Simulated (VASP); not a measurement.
# BPd4 (Pmm2) in VASP: reference runs

Reference runs on BPd4: the cell as given and a disturbed copy, and energy against volume gives the equilibrium volume and stiffness.

All numbers are computed with VASP 6.6.1; they aren't measurements. Logs are shortened: lines on timing, memory, paths and dates and some standing lists are left out, and cuts for length are marked.

### Step 1. Starting point

It takes space group Pmm2 (No. 25, orthorhombic). The conventional cell has a = 2.892 Å, b = 4.365 Å, c = 5.856 Å, α = 90.00°, β = 90.00°, γ = 90.00°. Around Pd (site symmetry mm2) lie 1 B at 1.96 Å. Pd (site symmetry mm2) is surrounded by 2 B at 2.03 Å. Pd (site symmetry mm2) is surrounded by 10 Pd at 2.73 to 3.07 Å. Pd (site symmetry mm2) has 2 B at 2.18 Å as nearest neighbours. B (site symmetry mm2) has 5 Pd at 1.96 to 2.18 Å as nearest neighbours.

The cell comes from a database or a generator and needn't be the stable form of this composition.

### Step 2. Single point, PBEsol

File INCAR:

```
PREC     = Accurate       # precision mode
ENCUT    = 520            # plane-wave cutoff, eV
EDIFF    = 1E-7           # SCF threshold, eV
ISMEAR   = -1             # smearing method
SIGMA    = 0.05           # smearing width, eV
LREAL    = F              # projectors in reciprocal space
LASPH    = T              # aspherical terms in the spheres
NELM     = 100            # most SCF steps
ALGO     = Normal         # electronic algorithm
ISIF     = 2              # what is computed and relaxed
LWAVE    = F              # write WAVECAR
LCHARG   = T              # write CHGCAR
GGA      = PS             # functional
LVHAR    = T            
NBANDS   = 30             # bands
KPAR     = 2
```

File KPOINTS:

```
regular mesh
0
Gamma
  9 6 5
```

File POSCAR:

```
BPd4
1.0
    2.8920299704      0.0000000000      0.0000000000
    0.0000000000      4.3650077954      0.0000000000
    0.0000000000      0.0000000000      5.8563150000
Pd B
4 1
Direct
    0.5000000000      0.0000000000      0.1975780000
    0.0000000000      0.0000000000      0.6194700000
    0.0000000000      0.5000000000      0.3291640000
    0.5000000000      0.5000000000      0.8675610000
    0.5000000000      0.0000000000      0.8632270000
```

Potentials or basis: VASP PAW PBE potentials, release 64 (Pd, B).

Started as:

```sh
> cat potpaw_PBE.64/Pd/POTCAR potpaw_PBE.64/B/POTCAR > POTCAR
> mpirun -np 2 vasp_std > vasp.out
```

OUTCAR:

```text
PREC = Accurate
   ENCUT = 520
   EDIFF = 1E-7
   ISMEAR = -1
   LREAL = F
   LASPH = T
   NELM = 100
   ISIF = 2
   GGA = PS

 ion  position               nearest neighbor table
   1  0.500  0.000  0.198-   5 1.96   3 2.73   3 2.73   3 2.73   3 2.73   2 2.86   2 2.86   4 2.92
                             4 2.92
   2  0.000  0.000  0.619-   5 2.03   5 2.03   3 2.77   3 2.77   1 2.86   1 2.86   4 2.99   4 2.99
                             4 2.99   4 2.99
   3  0.000  0.500  0.329-   1 2.73   1 2.73   1 2.73   1 2.73   2 2.77   2 2.77   4 3.07   4 3.07

   4  0.500  0.500  0.868-   5 2.18   5 2.18   1 2.92   1 2.92   2 2.99   2 2.99   2 2.99   2 2.99
                             3 3.07   3 3.07
   5  0.500  0.000  0.863-   1 1.96   2 2.03   2 2.03   4 2.18   4 2.18

  LATTYP: Found a simple orthorhombic cell.
 ALAT       =     2.8920299704
 B/A-ratio  =     1.5093231537
 C/A-ratio  =     2.0249842014

  Lattice vectors:

 A1 = (   2.8920299704,   0.0000000000,   0.0000000000)
 A2 = (   0.0000000000,   4.3650077954,   0.0000000000)
 A3 = (   0.0000000000,   0.0000000000,   5.8563150000)

Analysis of symmetry for initial positions (statically):
=====================================================================
 Subroutine PRICEL returns:
 Original cell was already a primitive cell.

 Routine SETGRP: Setting up the symmetry group for a
 simple orthorhombic supercell.

 Subroutine GETGRP returns: Found  4 space group operations
 (whereof  4 operations were pure point group operations)
 out of a pool of  8 trial point group operations.

The static configuration has the point symmetry C_2v.

Analysis of symmetry for dynamics (positions and initial velocities):
=====================================================================
 Subroutine PRICEL returns:
 Original cell was already a primitive cell.

 Routine SETGRP: Setting up the symmetry group for a
 simple orthorhombic supercell.

 Subroutine GETGRP returns: Found  4 space group operations
 (whereof  4 operations were pure point group operations)
 out of a pool of  8 trial point group operations.

The dynamic configuration has the point symmetry C_2v.

 Subroutine INISYM returns: Found  4 space group operations
 (whereof  4 operations are pure point group operations),
 and found     1 'primitive' translations

----------------------------------------------------------------------------------------

                                     Primitive cell

  volume of cell :      73.9286

  direct lattice vectors                    reciprocal lattice vectors
     2.892029970  0.000000000  0.000000000     0.345777883  0.000000000  0.000000000
     0.000000000  4.365007795  0.000000000     0.000000000  0.229094665  0.000000000
     0.000000000  0.000000000  5.856315000     0.000000000  0.000000000  0.170755842

  length of vectors
     2.892029970  4.365007795  5.856315000     0.345777883  0.229094665  0.170755842

  position of ions in fractional coordinates (direct lattice)
     0.500000000  0.000000000  0.197578000
     0.000000000  0.000000000  0.619470000
     0.000000000  0.500000000  0.329164000
     0.500000000  0.500000000  0.867561000
     0.500000000  0.000000000  0.863227000

  ion indices of the primitive-cell ions
   primitive index   ion index
                 1           1
                 2           2
                 3           3
                 4           4
                 5           5

----------------------------------------------------------------------------------------

 KPOINTS: regular mesh

Automatic generation of k-mesh.
 Grid dimensions read from file:
 generate k-points for:    9    6    5

 Generating k-lattice:

  Cartesian coordinates                     Fractional coordinates (reciprocal lattice)
     0.038419765  0.000000000  0.000000000     0.111111111  0.000000000  0.000000000
     0.000000000  0.038182444  0.000000000     0.000000000  0.166666667  0.000000000
     0.000000000  0.000000000  0.034151168     0.000000000  0.000000000  0.200000000

  Length of vectors
     0.038419765  0.038182444  0.034151168

  Shift w.r.t. Gamma in fractional coordinates (k-lattice)
     0.000000000  0.000000000  0.000000000

 Subroutine IBZKPT returns following result:
 ===========================================

 Found     60 irreducible k-points:

 Following reciprocal coordinates:
            Coordinates               Weight
  0.000000  0.000000  0.000000      1.000000
  0.111111  0.000000  0.000000      2.000000
  0.222222  0.000000  0.000000      2.000000
  0.333333  0.000000  0.000000      2.000000
  0.444444  0.000000  0.000000      2.000000
  0.000000  0.166667  0.000000      2.000000
[... 16 lines left out ...]
  0.222222  0.000000  0.200000      4.000000
  0.333333  0.000000  0.200000      4.000000
 [... further k-points ...]
   k-points           NKPTS =     60   k-points in BZ     NKDIM =     60   number of bands    NBANDS=     30
   number of dos      NEDOS =    301   number of ions     NIONS =      5
   total plane-waves  NPLWV =  36864
   dimension x,y,z NGX =    24 NGY =   32 NGZ =   48
   dimension x,y,z NGXF=    48 NGYF=   64 NGZF=   96
   ions per type =               4   1
   NGX,Y,Z   is equivalent  to a cutoff of  13.80, 12.19, 13.63 a.u.
   NGXF,Y,Z  is equivalent  to a cutoff of  27.59, 24.38, 27.25 a.u.
 SYSTEM =  unknown system
   PREC   = accura    normal or accurate (medium, high low for compatibility)
   ISTART =      0    job   : 0-new  1-cont  2-samecut
   ICHARG =      2    charge: 1-file 2-atom 10-const
   ISPIN  =      1    spin polarized calculation?
   LNONCOLLINEAR =      F non collinear calculations
   LSORBIT =      F    spin-orbit coupling
   LASPH  =      T    aspherical Exc in radial PAW
   ENCUT  =  520.0 eV  38.22 Ry    6.18 a.u.   5.38  8.12 10.89*2*pi/ulx,y,z
   NELM   =    100;   NELMIN=  2; NELMDL= -5     # of ELM steps
   EDIFF  = 0.1E-06   stopping-criterion for ELM
   LREAL  =      F    real-space projection
   EDIFFG = 0.1E-05   stopping-criterion for IOM
   NSW    =      0    number of steps for IOM
   IBRION =     -1    ionic relax: 0-MD 1-quasi-New 2-CG
   NFREE  =      0    steps in history (QN), initial steepest desc. (CG)
   ISIF   =      2    stress and relaxation
   ISYM   =      2    0-nonsym 1-usesym 2-fastsym
   POTIM  = 0.5000    time-step for ionic-motion
   TEBEG  =    0.0;   TEEND  =   0.0 temperature during run
   PSTRESS=    0.0 pullay stress
   NELECT =      43.0000    total number of electrons
   NUPDOWN=      -1.0000    fix difference up-down
   EMIN   =  10.00;   EMAX   =-10.00  energy-range for DOS
   EFERMI =   0.00;   METHOD = LEGACY
   ISMEAR =    -1;   SIGMA  =   0.05  broadening in eV -4-tet -1-fermi 0-gaus
   EFERMI_NEDOS =   21; number of points for ismear=-14 and -15
   IALGO  =     38    algorithm
   IMIX   =      4    mixing-type and parameters
     AMIX     =   0.40;   BMIX     =  1.00
     AMIX_MAG =   1.60;   BMIX_MAG =  1.00
  volume/ion in A,a.u.               =      14.79        99.78
  Fermi-wavevector in a.u.,A,eV,Ry     =   1.366554  2.582413 25.408482  1.867471
  Thomas-Fermi vector in A             =   2.492685
   LORBIT       =      0    0 simple, 1 ext, 2 COOP (PROOUT), +10 PAW based schemes
   GGA     = PS    functional components
   LHFCALC =     F    Hartree Fock is set to
   AEXX    =    0.0000 exact exchange contribution
   IVDW    =     0    specifies the selected vdW correction
   LEPSILON=     F    determine dielectric tensor
   LRPA    =     F    only Hartree local field effects (RPA)
 non-spin polarized calculation
  energy-cutoff  :      520.00
  volume of cell :       73.93
 maximum number of plane-waves:      2009
 NGX is ok and might be reduce to    24
   NGX = 11   NGY = 17   NGZ = 21

 number of electron      42.9999999 magnetization

 Free energy of the ion-electron system (eV)
  ---------------------------------------------------
  ext. energy  EPLUGINS =         0.00000000
  ---------------------------------------------------
  free energy    TOTEN  =       -30.65501547 eV

  energy without entropy =      -30.62927626  energy(sigma->0) =      -30.64214587

 E-fermi :   7.8592     XC(G=0): -12.4934

 val. band max:        7.8564652950   @ k =   0.3333   0.3333   0.4000
 cond. band min:       7.8602343787   @ k =   0.4444   0.0000   0.2000
 fundamental gap:      0.0037690837
 Fermi energy:         7.8592058944

 k-point     1 :       0.0000    0.0000    0.0000
  band No.  band energies     occupation
      1      -1.6086      2.00000
      2       2.3838      2.00000
      3       2.5999      2.00000
      4       3.2993      2.00000
      5       3.3324      2.00000
      6       3.8698      2.00000
[... 22 lines left out ...]
     29      16.5277      0.00000
     30      17.6211      0.00000

 k-point     2 :       0.1111    0.0000    0.0000
  band No.  band energies     occupation
      1      -1.4481      2.00000
      2       2.5096      2.00000
      3       2.8031      2.00000
      4       3.3346      2.00000
      5       3.4538      2.00000
      6       3.8430      2.00000
[... 22 lines left out ...]
     29      16.6879      0.00000
     30      17.8319      0.00000

 k-point     3 :       0.2222    0.0000    0.0000
  band No.  band energies     occupation
      1      -1.0242      2.00000
      2       2.5928      2.00000
      3       3.2275      2.00000
      4       3.4165      2.00000
      5       3.6071      2.00000
      6       4.0162      2.00000
[... 22 lines left out ...]
     29      17.1285      0.00000
     30      17.8809      0.00000

 k-point     4 :       0.3333    0.0000    0.0000
  band No.  band energies     occupation
      1      -0.5105      2.00000
      2       2.4784      2.00000
      3       3.4132      2.00000
      4       3.4596      2.00000
      5       3.7506      2.00000
      6       3.7530      2.00000
[... 22 lines left out ...]
     29      15.9355      0.00000
     30      17.8029      0.00000

 k-point     5 :       0.4444    0.0000    0.0000
  band No.  band energies     occupation
      1      -0.1677      2.00000
      2       2.6474      2.00000
      3       3.2635      2.00000
      4       3.3635      2.00000
      5       3.3696      2.00000
      6       3.7075      2.00000
[... 22 lines left out ...]
     29      16.3798      0.00000
     30      16.8701      0.00000
[... 526 lines left out ...]
     29      16.6394      0.00000
     30      17.8548      0.00000

 k-point    22 :       0.1111    0.0000    0.2000
  band No.  band energies     occupation
      1      -1.3643      2.00000
      2       2.3639      2.00000
      3       2.7884      2.00000
      4       3.4332      2.00000
      5       3.4479      2.00000
      6       3.8053      2.00000
[... 22 lines left out ...]
     29      16.8265      0.00000
     30      18.0321      0.00000

 k-point    23 :       0.2222    0.0000    0.2000
  band No.  band energies     occupation
      1      -0.9765      2.00000
      2       2.6089      2.00000
      3       3.1640      2.00000
      4       3.4877      2.00000
      5       3.6280      2.00000
      6       3.8365      2.00000
[... 22 lines left out ...]
     29      17.1242      0.00000
     30      17.6557      0.00000

 k-point    24 :       0.3333    0.0000    0.2000
  band No.  band energies     occupation
      1      -0.5206      2.00000
      2       2.5464      2.00000
      3       3.2626      2.00000
      4       3.4526      2.00000
      5       3.7759      2.00000
      6       3.7937      2.00000
[... 22 lines left out ...]
     29      15.7943      0.00000
     30      17.5355      0.00000

 [... further k-points ...]
[... 5 lines left out ...]
  --------------------------------------------------------------------------------------
  -------------------------------------------------------------------------------------
  Total       -4.0595807     -3.8898922     -3.7748057      0.0000000      0.0000000      0.0000000
  in kB      -87.9791014    -84.3016177    -81.8074669      0.0000000      0.0000000      0.0000000
  external PRESSURE =     -84.6960620 kB  Pullay stress =       0.0000000 kB

 VOLUME and BASIS-vectors are now :
 -----------------------------------------------------------------------------
  energy-cutoff  :      520.00
  volume of cell :       73.93
      direct lattice vectors                 reciprocal lattice vectors
     2.892029970  0.000000000  0.000000000     0.345777883  0.000000000  0.000000000
     0.000000000  4.365007795  0.000000000     0.000000000  0.229094665  0.000000000
     0.000000000  0.000000000  5.856315000     0.000000000  0.000000000  0.170755842

 POSITION                                       TOTAL-FORCE (eV/Angst)
 -----------------------------------------------------------------------------------
      1.44601      0.00000      1.15708         0.000000      0.000000     -0.123351
      0.00000      0.00000      3.62781         0.000000      0.000000     -0.001397
      0.00000      2.18250      1.92769         0.000000      0.000000     -0.036554
      1.44601      2.18250      5.08071         0.000000      0.000000      0.138078
      1.44601      0.00000      5.05533         0.000000      0.000000      0.023225
 -----------------------------------------------------------------------------------
    total drift:                                0.000000     -0.000000      0.000066

  FREE ENERGIE OF THE ION-ELECTRON SYSTEM (eV)
  ---------------------------------------------------
  free  energy   TOTEN  =       -30.6550154702 eV

  energy  without entropy=      -30.6292762649  energy(sigma->0) =      -30.64214587
```

It took 25 s on 2 MPI ranks of Intel Xeon 6975P-C (Granite Rapids), shared host; peak memory 0.24 GiB.

What came out:

| Property | Result |
| --- | --- |
| Free energy | -30.6550 eV |
| Pressure | -8.5 GPa |
| Largest force | 0.138 eV/Å |
| Band gap on the k mesh | none (metal or under the smearing width) |

Forces on the atoms (eV/Å):
```
Pd   0.000  0.000 -0.123
Pd   0.000  0.000 -0.001
Pd   0.000  0.000 -0.037
Pd   0.000  0.000  0.138
B    0.000  0.000  0.023
```

Caveat: the PAW data sets were made with another functional, which shifts forces and pressure a little.

### Step 3. Equation of state, PBEsol, 13.90 Å³/atom (volume scaled by 0.94)

INCAR: that of step 2 with these lines changed.

```diff
@@ -11,5 +11,4 @@
 LWAVE    = F              # write WAVECAR
-LCHARG   = T              # write CHGCAR
+LCHARG   = F              # write CHGCAR
 GGA      = PS             # functional
-LVHAR    = T            
 NBANDS   = 30             # bands
```

KPOINTS is that of step 2.

POSCAR: that of step 2 with these lines changed.

```diff
@@ -2,5 +2,5 @@
 1.0
-    2.8920299704      0.0000000000      0.0000000000
-    0.0000000000      4.3650077954      0.0000000000
-    0.0000000000      0.0000000000      5.8563150000
+    2.8329923850      0.0000000000      0.0000000000
+    0.0000000000      4.2759010008      0.0000000000
+    0.0000000000      0.0000000000      5.7367648223
 Pd B
```

Potentials or basis: VASP PAW PBE potentials, release 64 (Pd, B).

Started as:

```sh
> cat potpaw_PBE.64/Pd/POTCAR potpaw_PBE.64/B/POTCAR > POTCAR
> mpirun -np 2 vasp_std > vasp.out
```

Run time: 24 s. Hardware: 2 MPI ranks of Intel Xeon 6975P-C (Granite Rapids), shared host; peak memory 0.24 GiB.

The run converged. Its results:

```
Free energy            : -30.7539 eV
Pressure               : 1.8 GPa
Largest force          : 0.424 eV/Å
Band gap on the k mesh : none (metal or under the smearing width)
```

Caveat: the PAW data sets were made with another functional, which shifts forces and pressure a little.

(Part 1 of 2 ends here.)
